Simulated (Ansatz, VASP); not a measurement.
# Ta (Ta wire along [110], 33 atoms a period): VASP beside Ansatz, part 2 of 2

Wanted: the spread between two codes on one cell, functional and k mesh. Of the first pair: The structure shown is the start of the Ansatz relaxation below; VASP solves that cell, so the two are compared at the walk's first step.

VASP 6.6.1 and Ansatz 0.2.0.

So far. Step 4 (Comparison): The forces differ by 3.1 meV/Å r.m.s., which is 0.4 % of the r.m.s. force of 0.756 eV/Å (both taken over all components).

## Step 6: VASP: single point, PBE, relaxed cell, pair 2

Level of this step: PBE; plane waves and PAW (Ta_pv) (VASP).

The same cell, functional, mesh and smearing now go to VASP, with its own data sets.

Input file INCAR:

```
SYSTEM = Ta
PREC = Accurate
ENCUT = 500
EDIFF = 1E-06
NELM = 120
ISMEAR = -1
SIGMA = 0.05
LREAL = Auto
ALGO = Normal
GGA = PE
NBANDS = 212
LASPH = .TRUE.
LORBIT = 11
LWAVE = .FALSE.
LCHARG = .FALSE.
ISIF = 2
GGA_COMPAT = .FALSE.
KPAR = 4
```

Input file POSCAR:

```
Ta
1.0
   20.0800000000      0.0000000000      0.0000000000
    0.0000000000     16.1900000000      0.0000000000
    0.0000000000      0.0000000000      4.5586325493
Ta
33
Direct
    0.1806963850      0.5000116756      0.0000000000
    0.2514287953      0.3651829996      0.0000000000
    0.3395102096      0.2256164215      0.0000000000
    0.3329316179      0.5000116756      0.0000000000
    0.4167757050      0.3593012086      0.0000000000
    0.5000000000      0.2147490186      0.0000000000
    0.5000000000      0.5000116756      0.0000000000
    0.5832242950      0.3593012086      0.0000000000
    0.6604897904      0.2256164215      0.0000000000
    0.6670683821      0.5000116756      0.0000000000
    0.7485712047      0.3651829996      0.0000000000
    0.8193036150      0.5000116756      0.0000000000
    0.2527705986      0.5000116756      0.5000000000
    0.3343553962      0.3502962959      0.5000000000
    0.3343553962      0.6497270553      0.5000000000
    0.4196918108      0.2153118813      0.5000000000
    0.4151391032      0.5000116756      0.5000000000
    0.4196918108      0.7847114699      0.5000000000
    0.5000000000      0.3571100717      0.5000000000
    0.5000000000      0.6429132796      0.5000000000
    0.5803081892      0.2153118813      0.5000000000
    0.5848608968      0.5000116756      0.5000000000
    0.5803081892      0.7847114699      0.5000000000
    0.6656446038      0.3502962959      0.5000000000
    0.6656446038      0.6497270553      0.5000000000
    0.7472294014      0.5000116756      0.5000000000
    0.2514287953      0.6348403517      0.0000000000
    0.3395102096      0.7744069297      0.0000000000
    0.4167757050      0.6407221427      0.0000000000
    0.5000000000      0.7852743327      0.0000000000
    0.5832242950      0.6407221427      0.0000000000
    0.6604897904      0.7744069297      0.0000000000
    0.7485712047      0.6348403517      0.0000000000
```

Input file KPOINTS:

```
Automatic mesh
0
Gamma
1 1 18
0 0 0
```

PAW data sets: Ta_pv (PBE family, release 64).

On the command line:

```bash
$ mpirun -np 4 vasp_std
```

Numbers of over 12 decimals in the logs are rounded to 6 here.

The log of the run:

```text
[... set-up lines as in an earlier step ...]
 entering main loop
       N       E                     dE             d eps       ncg     rms          rms(c)
DAV:   1     0.328931328965E+04    0.32893E+04   -0.19938E+05  5432   0.149E+03
DAV:   2    -0.203989085304E+03   -0.34933E+04   -0.34219E+04  4816   0.410E+02
DAV:   3    -0.386428468562E+03   -0.18244E+03   -0.17316E+03  5392   0.752E+01
DAV:   4    -0.397508572187E+03   -0.11080E+02   -0.10663E+02  5568   0.151E+01
[...]
DAV:  29    -0.358629442551E+03   -0.12449E-04   -0.67981E-07  2864   0.121E-03    0.832E-04
DAV:  30    -0.358629445540E+03   -0.29893E-05   -0.22914E-07  2776   0.897E-04    0.390E-04
DAV:  31    -0.358629446305E+03   -0.76484E-06   -0.12056E-07  2584   0.592E-04
   1 F= -.35862945E+03 E0= -.35848512E+03  d E =-.288661E+00
```

Parts of OUTCAR (step 6):

```text
  Total        0.4036700     -1.0951348      0.4255036      0.0000000      0.0000000      0.0000000
  in kB        0.4364072     -1.1839490      0.4600115      0.0000000      0.0000000      0.0000000
  external PRESSURE =      -0.0958434 kB  Pullay stress =       0.0000000 kB

 POSITION                                       TOTAL-FORCE (eV/Angst)
 -----------------------------------------------------------------------------------
      3.62838      8.09519      0.00000        -0.030703      0.000000      0.000000
      5.04869      5.91231      0.00000        -0.005196     -0.014468     -0.000000
      6.81737      3.65273      0.00000        -0.009660     -0.004100     -0.000000
      6.68527      8.09519      0.00000         0.005189      0.000000      0.000000
      8.36886      5.81709      0.00000         0.001306     -0.006592      0.000000
     10.04000      3.47679      0.00000        -0.000000     -0.000082      0.000000
     10.04000      8.09519      0.00000        -0.000000      0.000000      0.000000
     11.71114      5.81709      0.00000        -0.001306     -0.006592      0.000000
     13.26263      3.65273      0.00000         0.009660     -0.004100      0.000000
     13.39473      8.09519      0.00000        -0.005189      0.000000      0.000000
     15.03131      5.91231      0.00000         0.005196     -0.014468      0.000000
     16.45162      8.09519      0.00000         0.030703      0.000000      0.000000
      5.07563      8.09519      2.27932         0.004862      0.000000      0.000000
      6.71386      5.67130      2.27932        -0.008079      0.001838      0.000000
[...]
-----------------------------------------------------------------------------------
    total drift:                                0.000000     -0.000009      0.000000

  FREE ENERGIE OF THE ION-ELECTRON SYSTEM (eV)
  ---------------------------------------------------
  free  energy   TOTEN  =      -358.6294463046 eV

  energy  without entropy=     -358.3407850757  energy(sigma->0) =     -358.48511569

[... 1 part as in an earlier step ...]

[... 2 further parts left out ...]
[key lines of the parts left out:]
E-fermi :   0.2214
```

## Step 7: Differences

What differs besides the data sets and the points named for the pairs above, as far as they apply: the data sets hold 429 valence electrons in Ansatz (on its PAW soft_1 files) and 363 in VASP; the cutoff is 420 eV in Ansatz and 500 eV in VASP (PREC = Accurate, projectors in real space); Ansatz's pressure holds a Pulay correction, VASP's none. Total energies have different zeros and are not compared.

Both answers:

```tsv
quantity	Ansatz	VASP	difference
pressure (GPa)	-0.04	-0.01	-0.03
```

At this near-relaxed geometry the largest component of a force difference is 25 meV/Å.

## Step 8: What came out

| Property | Result |
| --- | --- |
| r.m.s. force difference (single point, PBE, start cell, pair 1) | 0.41 % of the r.m.s. force |
| difference in pressure (single point, PBE, relaxed cell, pair 2) | -0.029 GPa |

In words: The r.m.s. force difference is 0.41 % of the r.m.s. force (single point, PBE, start cell, pair 1), within the 3 % picked in this series as the mark of a large difference. The data sets hold unlike numbers of valence electrons (429 in Ansatz and 363 in VASP), so part of the differences comes from the potentials. How closely two codes agree says nothing of how well the functional describes the real material.

[Lines on the potential files, build, host, timing and source positions are cut from VASP's logs without a mark.]

[Logs are printed without paths, hosts, clocks, repeated set-up lines and the standing remarks that a program may print on its own settings, such as how far it seeks lower states.]

[Hosts, paths, dates, database ids (printed as entryN), source tags and the programs' standing remarks are cut or masked in the printed files.]
